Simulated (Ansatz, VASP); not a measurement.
# TaN in two plane-wave programs

Wanted: the spread between two codes on one cell, functional and k mesh. The cell is taken from a series of runs on this material, whose earlier steps may have relaxed, scaled, displaced or heated it; both programs get it as it stands.

Method: plane waves, with VASP 6.6.1 beside it; zone-centre phonons at LDA, in Ansatz 0.2.0.

## Step 1: Set-up

Symmetry: P-62m, No. 189, hexagonal system. Conventional cell: a = 5.034 Å, b = 5.034 Å, c = 2.826 Å, α = 90.00°, β = 90.00°, γ = 120.00°. Nearest to N lie 5 Ta at 1.99 to 2.09 Å. Nearest to Ta lie 6 N at 2.09 Å. Nearest to Ta lie 3 N at 1.99 Å. Farther neighbours and most contacts between anions are not listed.

## Step 2: VASP: zone-centre phonons, LDA

Second derivatives magnify differences that forces hide, and they need a tight electronic threshold.

Lines of VASP's logs that name or quote its potential files are left out, and so is its time.

File INCAR:

```
SYSTEM = TaN
PREC = Accurate
ENCUT = 600
EDIFF = 1E-08
NELM = 120
ISMEAR = 1
SIGMA = 0.2
LREAL = .FALSE.
ALGO = Normal
GGA = CA
NBANDS = 30
LASPH = .TRUE.
LORBIT = 11
LWAVE = .FALSE.
LCHARG = .FALSE.
ISIF = 2
IBRION = 8
GGA_COMPAT = .FALSE.
KPAR = 2
```

File POSCAR:

```
TaN
1.0
    5.0344602329      0.0000000000      0.0000000000
   -2.5172301164      4.3599704560      0.0000000000
    0.0000000000      0.0000000000      2.8264229464
N Ta
3 3
Direct
    0.3961000586      0.0000000000      0.0000000000
    0.6038999414      0.6038999414      0.0000000000
    0.0000000000      0.3961000586      0.0000000000
    0.3333333333      0.6666666667      0.5000000000
    0.6666666667      0.3333333333      0.5000000000
    0.0000000000      0.0000000000      0.0000000000
```

File KPOINTS:

```
Automatic mesh
0
Gamma
9 9 12
0 0 0
```

Potentials, in the order of the species: N and Ta_pv (LDA family, release 64).

On the command line:

```sh
> mpirun -np 2 vasp_std
```

Numbers of over 12 decimals in the logs are rounded to 6 here.

The log of the run:

```text
[banner, memory and clock lines left out]
running    2 mpi-ranks, on    1 nodes
 distrk:  each k-point on    1 cores,    2 groups
 distr:  one band on    1 cores,    1 groups

 POSCAR found type information on POSCAR N Ta
 POSCAR found :  2 types and       6 ions
 LDA part: xc-table for (Slater(with rela. corr.)+CA(PZ))
 , standard interpolation
 POSCAR, INCAR and KPOINTS ok, starting setup
 FFT: planning ... GRIDC
 FFT: planning ... GRID_SOFT
 FFT: planning ... GRID
 WAVECAR not read
 entering main loop
       N       E                     dE             d eps       ncg     rms          rms(c)
DAV:   1     0.484448584665E+03    0.48445E+03   -0.29018E+04  5040   0.190E+03
DAV:   2    -0.518452704946E+02   -0.53629E+03   -0.51706E+03  5818   0.515E+02
DAV:   3    -0.830667071653E+02   -0.31221E+02   -0.30762E+02  6096   0.116E+02
DAV:   4    -0.836833084776E+02   -0.61660E+00   -0.61178E+00  6140   0.156E+01
DAV:   5    -0.836984157001E+02   -0.15107E-01   -0.15094E-01  6210   0.190E+00    0.519E+01
DAV:   6    -0.741077345779E+02    0.95907E+01   -0.53679E+01  6034   0.414E+01    0.228E+01
DAV:   7    -0.738894152545E+02    0.21832E+00   -0.23039E+00  6108   0.899E+00    0.118E+01
DAV:   8    -0.738131745409E+02    0.76241E-01   -0.25605E-01  6158   0.369E+00    0.958E-01
DAV:   9    -0.738032799010E+02    0.98946E-02   -0.31918E-02  6524   0.158E+00    0.341E-01
DAV:  10    -0.738028058391E+02    0.47406E-03   -0.93639E-03  6070   0.510E-01    0.130E-01
DAV:  11    -0.738025721216E+02    0.23372E-03   -0.22201E-03  6172   0.290E-01    0.429E-02
DAV:  12    -0.738025508411E+02    0.21281E-04   -0.16188E-04  6114   0.768E-02    0.129E-02
DAV:  13    -0.738025512224E+02   -0.38133E-06   -0.68194E-06  6162   0.167E-02    0.320E-03
DAV:  14    -0.738025512207E+02    0.16889E-08   -0.43368E-07  6310   0.464E-03    0.119E-03
DAV:  15    -0.738025512082E+02    0.12533E-07   -0.43710E-08  5452   0.146E-03    0.364E-04
DAV:  16    -0.738025512072E+02    0.99044E-09   -0.88142E-09  3990   0.598E-04
   1 F= -.73802551E+02 E0= -.73803541E+02  d E =0.297035E-02
 Linear response reoptimize wavefunctions to high precision
DAV:   1    -0.738025512073E+02   -0.70941E-10   -0.14699E-09  3984   0.240E-04
DAV:   2    -0.738025512074E+02   -0.10095E-09   -0.37508E-10  3840   0.105E-04
DAV:   3    -0.738025512073E+02    0.27285E-10   -0.12603E-10  3768   0.583E-05
 Linear response DOF=           7
 Linear response progress:
  Degree of freedom:   1/  7
       N       E                     dE             d eps       ncg     rms          rms(c)
RMM:   1    -0.252156126404E+00   -0.25216E+00    0.12860E-01 21589   0.247E+00
RMM:   2    -0.244230550527E+00    0.79256E-02   -0.13512E-02 17280   0.505E-01    0.423E-01
RMM:   3    -0.245137985490E+00   -0.90743E-03   -0.33494E-03 18055   0.232E-01    0.253E-01
RMM:   4    -0.246405980230E+00   -0.12680E-02   -0.83126E-04 17055   0.123E-01    0.699E-02
RMM:   5    -0.246717343632E+00   -0.31136E-03   -0.11677E-04 19070   0.437E-02    0.270E-02
RMM:   6    -0.246705524066E+00    0.11820E-04   -0.17316E-05 19617   0.164E-02    0.523E-03
RMM:   7    -0.246676906662E+00    0.28617E-04   -0.19330E-06 17875   0.618E-03    0.117E-03
RMM:   8    -0.246675389963E+00    0.15167E-05   -0.45466E-07 20921   0.206E-03    0.553E-04
RMM:   9    -0.246676677586E+00   -0.12876E-05   -0.53486E-07 19229   0.621E-04    0.227E-04
RMM:  10    -0.246676374156E+00    0.30343E-06    0.41753E-08 19892   0.282E-04    0.700E-05
RMM:  11    -0.246676504803E+00   -0.13065E-06   -0.12707E-07 19895   0.150E-04    0.266E-05
RMM:  12    -0.246676546269E+00   -0.41466E-07   -0.26931E-08 20392   0.965E-05    0.582E-06
RMM:  13    -0.246676556032E+00   -0.97634E-08   -0.46371E-08 20585   0.769E-05    0.247E-06
 first order change of Fermi-energy  -0.71007E-02
 force on displaced ion       1 direction 1 : -24.807  -0.000   0.000
 Linear response progress:
  Degree of freedom:   2/  7
       N       E                     dE             d eps       ncg     rms          rms(c)
RMM:   1    -0.251139205023E+00   -0.25114E+00    0.15737E-01 35706   0.250E+00
RMM:   2    -0.243968962733E+00    0.71702E-02   -0.16863E-02 28644   0.548E-01    0.472E-01
RMM:   3    -0.244698182932E+00   -0.72922E-03   -0.37259E-03 29797   0.256E-01    0.293E-01
RMM:   4    -0.245871513015E+00   -0.11733E-02   -0.88512E-04 27569   0.132E-01    0.889E-02
RMM:   5    -0.246310920490E+00   -0.43941E-03   -0.14388E-04 32028   0.505E-02    0.231E-02
RMM:   6    -0.246266623562E+00    0.44297E-04   -0.18102E-05 30884   0.186E-02    0.251E-03
RMM:   7    -0.246260253010E+00    0.63706E-05   -0.26811E-06 31053   0.621E-03    0.106E-03
RMM:   8    -0.246253692820E+00    0.65602E-05   -0.35535E-07 32168   0.221E-03    0.271E-04
RMM:   9    -0.246255296530E+00   -0.16037E-05   -0.29414E-08 32876   0.722E-04    0.157E-04
RMM:  10    -0.246254788712E+00    0.50782E-06    0.35286E-09 32946   0.314E-04    0.550E-05
[...]
first order change of Fermi-energy  -0.98770E-04
 force on displaced ion       1 direction 3 :   0.001   0.000 -22.564
 Linear response progress:
  Degree of freedom:   4/  7
       N       E                     dE             d eps       ncg     rms          rms(c)
RMM:   1    -0.174019296065E+00   -0.17402E+00    0.11014E+01 17660   0.199E+01
[...]
first order change of Fermi-energy  -0.44862E-03
 force on displaced ion       4 direction 1 : -35.418  -0.000   0.000
 Linear response progress:
  Degree of freedom:   5/  7
       N       E                     dE             d eps       ncg     rms          rms(c)
RMM:   1    -0.139113104011E+00   -0.13911E+00    0.10305E+01 10784   0.192E+01
RMM:   2    -0.165098730157E+00   -0.25986E-01   -0.40501E-02 17224   0.122E+00    0.142E-01
RMM:   3    -0.164515415897E+00    0.58331E-03   -0.69338E-03 18700   0.314E-01    0.777E-02
RMM:   4    -0.163975709360E+00    0.53971E-03   -0.88627E-04 21411   0.118E-01    0.269E-02
RMM:   5    -0.163803635155E+00    0.17207E-03   -0.74933E-05 20985   0.288E-02    0.715E-03
RMM:   6    -0.163762028056E+00    0.41607E-04   -0.33713E-05 20861   0.108E-02    0.119E-03
RMM:   7    -0.163761582352E+00    0.44570E-06   -0.23571E-05 21202   0.408E-03    0.489E-04
RMM:   8    -0.163761835549E+00   -0.25320E-06   -0.15575E-05 21052   0.182E-03    0.118E-04
RMM:   9    -0.163762514697E+00   -0.67915E-06   -0.99353E-06 21646   0.898E-04    0.720E-05
RMM:  10    -0.163762962333E+00   -0.44764E-06   -0.56620E-06 19587   0.558E-04    0.221E-05
RMM:  11    -0.163763138268E+00   -0.17594E-06   -0.40146E-06 21831   0.339E-04    0.106E-05
RMM:  12    -0.163763098198E+00    0.40069E-07   -0.22633E-06 22591   0.224E-04    0.629E-06
RMM:  13    -0.163763217963E+00   -0.11976E-06   -0.18680E-06 20488   0.182E-04    0.463E-06
RMM:  14    -0.163763139996E+00    0.77967E-07   -0.98059E-07 20782   0.141E-04    0.259E-06
RMM:  15    -0.163763156324E+00   -0.16328E-07   -0.89637E-07 21184   0.118E-04    0.393E-06
RMM:  16    -0.163763117592E+00    0.38732E-07   -0.44623E-07 20856   0.107E-04    0.640E-06
RMM:  17    -0.163763127040E+00   -0.94479E-08   -0.43300E-07 18615   0.979E-05    0.698E-06
RMM:  18    -0.163763121688E+00    0.53514E-08   -0.18186E-07 20992   0.934E-05    0.663E-06
RMM:  19    -0.163763124058E+00   -0.23700E-08   -0.18499E-07 19602   0.896E-05    0.776E-06
RMM:  20    -0.163763111010E+00    0.13048E-07   -0.46779E-08 20359   0.874E-05    0.844E-06
RMM:  21    -0.163763113695E+00   -0.26846E-08   -0.42943E-08 18694   0.858E-05    0.861E-06
 first order change of Fermi-energy   0.18017E-03
 force on displaced ion       4 direction 3 :  -0.000  -0.000 -30.859
 Linear response progress:
  Degree of freedom:   6/  7
       N       E                     dE             d eps       ncg     rms          rms(c)
RMM:   1    -0.176181253002E+00   -0.17618E+00    0.10750E+01 10863   0.184E+01
RMM:   2    -0.208423145758E+00   -0.32242E-01   -0.53542E-02 17005   0.128E+00    0.319E-01
RMM:   3    -0.208084929078E+00    0.33822E-03   -0.87608E-03 18784   0.294E-01    0.188E-01
RMM:   4    -0.207692587816E+00    0.39234E-03   -0.93261E-04 19351   0.131E-01    0.629E-02
RMM:   5    -0.207585226467E+00    0.10736E-03   -0.13011E-04 20160   0.430E-02    0.255E-02
RMM:   6    -0.207540461584E+00    0.44765E-04   -0.30884E-05 20815   0.180E-02    0.472E-03
RMM:   7    -0.207539362562E+00    0.10990E-05   -0.97884E-06 19849   0.102E-02    0.223E-03
RMM:   8    -0.207539084710E+00    0.27785E-06   -0.24436E-06 19737   0.493E-03    0.711E-04
RMM:   9    -0.207541877873E+00   -0.27932E-05   -0.28830E-06 20632   0.218E-03    0.439E-04
RMM:  10    -0.207542720449E+00   -0.84258E-06   -0.48071E-07 19671   0.137E-03    0.227E-04
RMM:  11    -0.207543325248E+00   -0.60480E-06   -0.10710E-06 20630   0.657E-04    0.123E-04
RMM:  12    -0.207543442785E+00   -0.11754E-06   -0.56310E-07 20612   0.461E-04    0.229E-05
RMM:  13    -0.207543564045E+00   -0.12126E-06   -0.35835E-07 21615   0.288E-04    0.103E-05
RMM:  14    -0.207543675964E+00   -0.11192E-06   -0.22735E-07 21354   0.212E-04    0.651E-06
[...]
RMM:  23    -0.207543744288E+00   -0.20503E-07    0.18664E-07 23466   0.996E-05    0.824E-07
RMM:  24    -0.207543739711E+00    0.45774E-08    0.19277E-07 20887   0.972E-05    0.288E-07
RMM:  25    -0.207543738625E+00    0.10856E-08    0.18345E-07 19257   0.965E-05    0.130E-07
RMM:  26    -0.207543738982E+00   -0.35703E-09    0.18228E-07 18386   0.962E-05    0.101E-07
RMM:  27    -0.207543738984E+00   -0.18249E-11    0.17012E-07 18721   0.960E-05    0.307E-07
RMM:  28    -0.207543739360E+00   -0.37623E-09    0.17255E-07 18195   0.958E-05    0.211E-07
RMM:  29    -0.207543741417E+00   -0.20569E-08    0.16838E-07 18322   0.957E-05    0.170E-07
RMM:  30    -0.207543742272E+00   -0.85482E-09    0.16923E-07 18388   0.957E-05    0.674E-08
 first order change of Fermi-energy  -0.42364E-03
 force on displaced ion       6 direction 1 : -34.660  -0.000   0.000
 Linear response progress:
  Degree of freedom:   7/  7
       N       E                     dE             d eps       ncg     rms          rms(c)
RMM:   1    -0.123263567806E+00   -0.12326E+00    0.12888E+01  8118   0.165E+01
RMM:   2    -0.149010851537E+00   -0.25747E-01   -0.34376E-02 11337   0.102E+00    0.143E-01
RMM:   3    -0.147755680201E+00    0.12552E-02   -0.48456E-03 12546   0.253E-01    0.699E-02
RMM:   4    -0.146924638817E+00    0.83104E-03   -0.74273E-04 13722   0.108E-01    0.316E-02
RMM:   5    -0.146572011810E+00    0.35263E-03   -0.57608E-05 14435   0.303E-02    0.364E-03
RMM:   6    -0.146598683073E+00   -0.26671E-04   -0.72249E-06 13384   0.948E-03    0.113E-03
RMM:   7    -0.146602231981E+00   -0.35489E-05   -0.15941E-06 14783   0.336E-03    0.597E-04
RMM:   8    -0.146605985479E+00   -0.37535E-05   -0.11625E-06 14106   0.127E-03    0.121E-04
RMM:   9    -0.146606424949E+00   -0.43947E-06   -0.36961E-07 14682   0.621E-04    0.416E-05
RMM:  10    -0.146606834998E+00   -0.41005E-06   -0.17602E-07 14752   0.349E-04    0.116E-05
RMM:  11    -0.146606869539E+00   -0.34541E-07   -0.88021E-08 14885   0.231E-04    0.819E-06
RMM:  12    -0.146606913200E+00   -0.43661E-07   -0.40115E-08 15220   0.168E-04    0.512E-06
RMM:  13    -0.146606967130E+00   -0.53930E-07   -0.20256E-08 14690   0.136E-04    0.170E-06
RMM:  14    -0.146606984951E+00   -0.17822E-07   -0.14461E-08 15293   0.116E-04    0.102E-06
RMM:  15    -0.146607010551E+00   -0.25600E-07   -0.69751E-09 14612   0.105E-04    0.106E-06
RMM:  16    -0.146606997554E+00    0.12997E-07   -0.61282E-09 13439   0.967E-05    0.779E-07
RMM:  17    -0.146607003047E+00   -0.54933E-08    0.59646E-10 12183   0.917E-05    0.576E-07
 first order change of Fermi-energy   0.51268E-03
 force on displaced ion       6 direction 3 :  -0.000   0.000 -12.722
 Linear response finished
```

(Part 1 of 2 ends here.)

[Lines on the potential files, build, host, timing and source positions are cut from VASP's logs without a mark.]

[Logs are printed without paths, hosts, clocks, repeated set-up lines and the standing remarks that a program may print on its own settings, such as how far it seeks lower states.]

[Hosts, paths, dates, database ids (printed as entryN), source tags and the programs' standing remarks are cut or masked in the printed files.]
